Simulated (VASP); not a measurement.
# TiPd (Pm-3m) in VASP: single point with LDA

Aim: the single point of TiPd with LDA.

Everything below comes from runs of VASP 6.6.1. Logs are shortened: lines on timing, memory, paths and dates and some standing lists are left out, and cuts for length are marked.

## Step 1: The structure

Symmetry: Pm-3m, No. 221, cubic system. The conventional cell has a = 3.180 Å, b = 3.180 Å, c = 3.180 Å, α = 90.00°, β = 90.00°, γ = 90.00°. Ti (site symmetry m-3m) has 8 Pd at 2.75 Å as nearest neighbours. Pd (site symmetry m-3m) has 8 Ti at 2.75 Å as nearest neighbours.

## Step 2: Single point, LDA

File INCAR:

```
SYSTEM = TiPd
ALGO = Fast
EDIFF = 1E-6
ENCUT = 520
ISIF = 2
ISMEAR = 0
LASPH = .True.
LCHARG = .False.
LREAL = .False.
LWAVE = .False.
NBANDS = 18
NELM = 80
PREC = Accurate
SIGMA = 0.1
```

File KPOINTS:

```
k-points
0
Gamma
  6 6 6
  0 0 0
```

File POSCAR:

```
TiPd
1.0
    3.1800000000      0.0000000000      0.0000000000
    0.0000000000      3.1800000000      0.0000000000
    0.0000000000      0.0000000000      3.1800000000
Ti Pd
1 1
Direct
    0.5000000000      0.5000000000      0.5000000000
    0.0000000000      0.0000000000      0.0000000000
```

Potentials or basis: VASP PAW LDA potentials, release 64 (Ti_sv, Pd).

The run is started by

```bash
$ cat potpaw_LDA.64/Ti_sv/POTCAR potpaw_LDA.64/Pd/POTCAR > POTCAR
$ mpirun -np 1 vasp_std > vasp.out
```

OUTCAR:

```text
SYSTEM = TiPd
   EDIFF = 1E-6
   ENCUT = 520
   ISIF = 2
   ISMEAR = 0
   LASPH = .True.
   LREAL = .False.
   NELM = 80
   PREC = Accurate

 ion  position               nearest neighbor table
   1  0.500  0.500  0.500-   2 2.75   2 2.75   2 2.75   2 2.75   2 2.75   2 2.75   2 2.75   2 2.75

   2  0.000  0.000  0.000-   1 2.75   1 2.75   1 2.75   1 2.75   1 2.75   1 2.75   1 2.75   1 2.75

  LATTYP: Found a simple cubic cell.
 ALAT       =     3.1800000000

  Lattice vectors:

 A1 = (   3.1800000000,   0.0000000000,   0.0000000000)
 A2 = (   0.0000000000,   3.1800000000,   0.0000000000)
 A3 = (   0.0000000000,   0.0000000000,   3.1800000000)

Analysis of symmetry for initial positions (statically):
=====================================================================
 Subroutine PRICEL returns:
 Original cell was already a primitive cell.

 Routine SETGRP: Setting up the symmetry group for a
 simple cubic supercell.

 Subroutine GETGRP returns: Found 48 space group operations
 (whereof 48 operations were pure point group operations)
 out of a pool of 48 trial point group operations.

The static configuration has the point symmetry O_h .

Analysis of symmetry for dynamics (positions and initial velocities):
=====================================================================
 Subroutine PRICEL returns:
 Original cell was already a primitive cell.

 Routine SETGRP: Setting up the symmetry group for a
 simple cubic supercell.

 Subroutine GETGRP returns: Found 48 space group operations
 (whereof 48 operations were pure point group operations)
 out of a pool of 48 trial point group operations.

The dynamic configuration has the point symmetry O_h .

 Subroutine INISYM returns: Found 48 space group operations
 (whereof 48 operations are pure point group operations),
 and found     1 'primitive' translations

----------------------------------------------------------------------------------------

                                     Primitive cell

  volume of cell :      32.1574

  direct lattice vectors                    reciprocal lattice vectors
     3.180000000  0.000000000  0.000000000     0.314465409  0.000000000  0.000000000
     0.000000000  3.180000000  0.000000000     0.000000000  0.314465409  0.000000000
     0.000000000  0.000000000  3.180000000     0.000000000  0.000000000  0.314465409

  length of vectors
     3.180000000  3.180000000  3.180000000     0.314465409  0.314465409  0.314465409

  position of ions in fractional coordinates (direct lattice)
     0.500000000  0.500000000  0.500000000
     0.000000000  0.000000000  0.000000000

  ion indices of the primitive-cell ions
   primitive index   ion index
                 1           1
                 2           2

----------------------------------------------------------------------------------------

 KPOINTS: k-points

Automatic generation of k-mesh.
 Grid dimensions read from file:
 generate k-points for:    6    6    6

 Generating k-lattice:

  Cartesian coordinates                     Fractional coordinates (reciprocal lattice)
     0.052410901  0.000000000  0.000000000     0.166666667  0.000000000  0.000000000
     0.000000000  0.052410901  0.000000000     0.000000000  0.166666667  0.000000000
     0.000000000  0.000000000  0.052410901     0.000000000  0.000000000  0.166666667

  Length of vectors
     0.052410901  0.052410901  0.052410901

  Shift w.r.t. Gamma in fractional coordinates (k-lattice)
     0.000000000  0.000000000  0.000000000

 Subroutine IBZKPT returns following result:
 ===========================================

 Found     20 irreducible k-points:

 Following reciprocal coordinates:
            Coordinates               Weight
  0.000000  0.000000  0.000000      1.000000
  0.166667  0.000000  0.000000      6.000000
  0.333333  0.000000  0.000000      6.000000
  0.500000  0.000000  0.000000      3.000000
  0.166667  0.166667  0.000000     12.000000
  0.333333  0.166667  0.000000     24.000000
[... 12 lines left out ...]
  0.500000  0.500000  0.333333      6.000000
  0.500000  0.500000  0.500000      1.000000
   k-points           NKPTS =     20   k-points in BZ     NKDIM =     20   number of bands    NBANDS=     18
   number of dos      NEDOS =    301   number of ions     NIONS =      2
   total plane-waves  NPLWV =  13824
   dimension x,y,z NGX =    24 NGY =   24 NGZ =   24
   dimension x,y,z NGXF=    48 NGYF=   48 NGZF=   48
   ions per type =               1   1
   NGX,Y,Z   is equivalent  to a cutoff of  12.55, 12.55, 12.55 a.u.
   NGXF,Y,Z  is equivalent  to a cutoff of  25.09, 25.09, 25.09 a.u.
 SYSTEM =  TiPd
   PREC   = accura    normal or accurate (medium, high low for compatibility)
   ISTART =      0    job   : 0-new  1-cont  2-samecut
   ICHARG =      2    charge: 1-file 2-atom 10-const
   ISPIN  =      1    spin polarized calculation?
   LNONCOLLINEAR =      F non collinear calculations
   LSORBIT =      F    spin-orbit coupling
   LASPH  =      T    aspherical Exc in radial PAW
   ENCUT  =  520.0 eV  38.22 Ry    6.18 a.u.   5.91  5.91  5.91*2*pi/ulx,y,z
   NELM   =     80;   NELMIN=  2; NELMDL= -5     # of ELM steps
   EDIFF  = 0.1E-05   stopping-criterion for ELM
   LREAL  =      F    real-space projection
   EDIFFG = 0.1E-04   stopping-criterion for IOM
   NSW    =      0    number of steps for IOM
   IBRION =     -1    ionic relax: 0-MD 1-quasi-New 2-CG
   NFREE  =      0    steps in history (QN), initial steepest desc. (CG)
   ISIF   =      2    stress and relaxation
   ISYM   =      2    0-nonsym 1-usesym 2-fastsym
   POTIM  = 0.5000    time-step for ionic-motion
   TEBEG  =    0.0;   TEEND  =   0.0 temperature during run
   PSTRESS=    0.0 pullay stress
   NELECT =      22.0000    total number of electrons
   NUPDOWN=      -1.0000    fix difference up-down
   EMIN   =  10.00;   EMAX   =-10.00  energy-range for DOS
   EFERMI =   0.00;   METHOD = LEGACY
   ISMEAR =     0;   SIGMA  =   0.10  broadening in eV -4-tet -1-fermi 0-gaus
   EFERMI_NEDOS =   21; number of points for ismear=-14 and -15
   IALGO  =     68    algorithm
   IMIX   =      4    mixing-type and parameters
     AMIX     =   0.40;   BMIX     =  1.00
     AMIX_MAG =   1.60;   BMIX_MAG =  1.00
  volume/ion in A,a.u.               =      16.08       108.50
  Fermi-wavevector in a.u.,A,eV,Ry     =   1.442520  2.725968 28.311885  2.080865
  Thomas-Fermi vector in A             =   2.561031
   LORBIT       =      0    0 simple, 1 ext, 2 COOP (PROOUT), +10 PAW based schemes
   GGA     = CA    functional components
   LHFCALC =     F    Hartree Fock is set to
   AEXX    =    0.0000 exact exchange contribution
   IVDW    =     0    specifies the selected vdW correction
   LEPSILON=     F    determine dielectric tensor
   LRPA    =     F    only Hartree local field effects (RPA)
 non-spin polarized calculation
 RMM-DIIS sequential band-by-band and
 Gauss-broadening in eV      SIGMA  =   0.10
  energy-cutoff  :      520.00
  volume of cell :       32.16
 maximum number of plane-waves:       912
 NGX is ok and might be reduce to    24
   NGX = 11   NGY = 11   NGZ = 11

 number of electron      21.9999991 magnetization

 Free energy of the ion-electron system (eV)
  ---------------------------------------------------
  ext. energy  EPLUGINS =         0.00000000
  ---------------------------------------------------
  free energy    TOTEN  =       -15.93546109 eV

  energy without entropy =      -15.91289279  energy(sigma->0) =      -15.92417694

 E-fermi :   9.4686     XC(G=0): -12.5893

 val. band max:        9.4637645767   @ k =   0.3333   0.1667   0.0000
 cond. band min:       9.4891236555   @ k =   0.5000   0.1667   0.1667
 fundamental gap:      0.0253590789
 Fermi energy:         9.4686158951

 k-point     1 :       0.0000    0.0000    0.0000
  band No.  band energies     occupation
      1     -47.3901      2.00000
      2     -23.9255      2.00000
      3     -23.9255      2.00000
      4     -23.9255      2.00000
      5       2.1349      2.00000
      6       4.3092      2.00000
[... 10 lines left out ...]
     17      17.3344      0.00000
     18      17.3350      0.00000

 k-point     2 :       0.1667    0.0000    0.0000
  band No.  band energies     occupation
      1     -47.3863      2.00000
      2     -23.9671      2.00000
      3     -23.9231      2.00000
      4     -23.9231      2.00000
      5       2.6246      2.00000
      6       4.4873      2.00000
[... 10 lines left out ...]
     17      18.5179      0.00000
     18      18.5179      0.00000

 k-point     3 :       0.3333    0.0000    0.0000
  band No.  band energies     occupation
      1     -47.3785      2.00000
      2     -24.0495      2.00000
      3     -23.9185      2.00000
      4     -23.9185      2.00000
      5       3.8407      2.00000
      6       4.9122      2.00000
[... 10 lines left out ...]
     17      21.1664      0.00000
     18      21.1664      0.00000

 k-point     4 :       0.5000    0.0000    0.0000
  band No.  band energies     occupation
      1     -47.3746      2.00000
      2     -24.0902      2.00000
      3     -23.9162      2.00000
      4     -23.9162      2.00000
      5       4.5879      2.00000
      6       5.1803      2.00000
[... 10 lines left out ...]
     17      23.9119      0.00000
     18      23.9115      0.00000

 k-point     5 :       0.1667    0.1667    0.0000
  band No.  band energies     occupation
      1     -47.3825      2.00000
      2     -23.9669      2.00000
      3     -23.9604      2.00000
      4     -23.9204      2.00000
      5       3.0685      2.00000
      6       4.6657      2.00000
[... 10 lines left out ...]
     17      16.9530      0.00000
     18      19.3804      0.00000

 k-point     6 :       0.3333    0.1667    0.0000
  band No.  band energies     occupation
      1     -47.3751      2.00000
      2     -24.0440      2.00000
      3     -23.9566      2.00000
      4     -23.9149      2.00000
      5       4.0847      2.00000
      6       4.9754      2.00000
[... 10 lines left out ...]
     17      18.6461      0.00000
     18      21.6079      0.00000

 k-point     7 :       0.5000    0.1667    0.0000
  band No.  band energies     occupation
      1     -47.3713      2.00000
      2     -24.0836      2.00000
      3     -23.9533      2.00000
      4     -23.9122      2.00000
      5       4.6884      2.00000
      6       5.0835      2.00000
[... 10 lines left out ...]
     17      20.5037      0.00000
     18      21.3620      0.00000

 k-point     8 :       0.3333    0.3333    0.0000
  band No.  band energies     occupation
      1     -47.3682      2.00000
      2     -24.0358      2.00000
      3     -24.0294      2.00000
      4     -23.9078      2.00000
      5       4.3220      2.00000
      6       4.7167      2.00000
[... 10 lines left out ...]
     17      16.8446      0.00000
     18      20.4622      0.00000
[... 145 lines left out ...]
     17      17.6355      0.00000
     18      18.5979      0.00000

 k-point    16 :       0.5000    0.5000    0.1667
  band No.  band energies     occupation
      1     -47.3579      2.00000
      2     -24.0613      2.00000
      3     -24.0613      2.00000
      4     -23.9392      2.00000
      5       4.3557      2.00000
      6       4.9045      2.00000
[... 10 lines left out ...]
     17      16.4316      0.00000
     18      17.3078      0.00000

 k-point    17 :       0.3333    0.3333    0.3333
  band No.  band energies     occupation
      1     -47.3578      2.00000
      2     -24.0225      2.00000
      3     -24.0225      2.00000
      4     -24.0223      2.00000
      5       4.9224      2.00000
      6       5.2969      2.00000
[... 10 lines left out ...]
     17      16.4296      0.00000
     18      17.1709      0.00000

 k-point    18 :       0.5000    0.3333    0.3333
  band No.  band energies     occupation
      1     -47.3543      2.00000
      2     -24.0603      2.00000
      3     -24.0202      2.00000
      4     -24.0179      2.00000
      5       4.8188      2.00000
      6       5.1816      2.00000
[... 10 lines left out ...]
     17      17.4995      0.00000
     18      18.8283      0.00000

 k-point    19 :       0.5000    0.5000    0.3333
  band No.  band energies     occupation
      1     -47.3508      2.00000
      2     -24.0569      2.00000
      3     -24.0569      2.00000
      4     -24.0165      2.00000
      5       4.8232      2.00000
      6       5.1524      2.00000
[... 10 lines left out ...]
     17      16.1621      0.00000
     18      17.3308      0.00000

 k-point    20 :       0.5000    0.5000    0.5000
  band No.  band energies     occupation
      1     -47.3473      2.00000
      2     -24.0548      2.00000
      3     -24.0548      2.00000
      4     -24.0548      2.00000
      5       5.0569      2.00000
      6       5.0569      2.00000
[... 10 lines left out ...]
     17      17.6433      0.00000
     18      17.6435      0.00000

------------------------ aborting loop because EDIFF is reached ----------------------------------------

  FORCE on cell =-STRESS in cart. coord.  units (eV):
  Direction    XX          YY          ZZ          XY          YZ          ZX
  --------------------------------------------------------------------------------------
  -------------------------------------------------------------------------------------
  Total       -2.3439487     -2.3439487     -2.3439487     -0.0000000     -0.0000000      0.0000000
  in kB     -116.7823830   -116.7823830   -116.7823830     -0.0000000     -0.0000000      0.0000000
  external PRESSURE =    -116.7823830 kB  Pullay stress =       0.0000000 kB

 VOLUME and BASIS-vectors are now :
 -----------------------------------------------------------------------------
  energy-cutoff  :      520.00
  volume of cell :       32.16
      direct lattice vectors                 reciprocal lattice vectors
     3.180000000  0.000000000  0.000000000     0.314465409  0.000000000  0.000000000
     0.000000000  3.180000000  0.000000000     0.000000000  0.314465409  0.000000000
     0.000000000  0.000000000  3.180000000     0.000000000  0.000000000  0.314465409

 POSITION                                       TOTAL-FORCE (eV/Angst)
 -----------------------------------------------------------------------------------
      1.59000      1.59000      1.59000         0.000000      0.000000      0.000000
      0.00000      0.00000      0.00000         0.000000      0.000000      0.000000
 -----------------------------------------------------------------------------------
    total drift:                                0.000000      0.000000     -0.000000

  FREE ENERGIE OF THE ION-ELECTRON SYSTEM (eV)
  ---------------------------------------------------
  free  energy   TOTEN  =       -15.9354610855 eV

  energy  without entropy=      -15.9128927875  energy(sigma->0) =      -15.92417694
```

It took 12 s on 1 thread of Intel Xeon 6975P-C (Granite Rapids), shared host; peak memory 0.12 GiB.

What came out:

```yaml
Free_energy: -15.9355 eV
Pressure: -11.7 GPa
Band_gap_on_the_k_mesh: none (metal or under the smearing width)
```
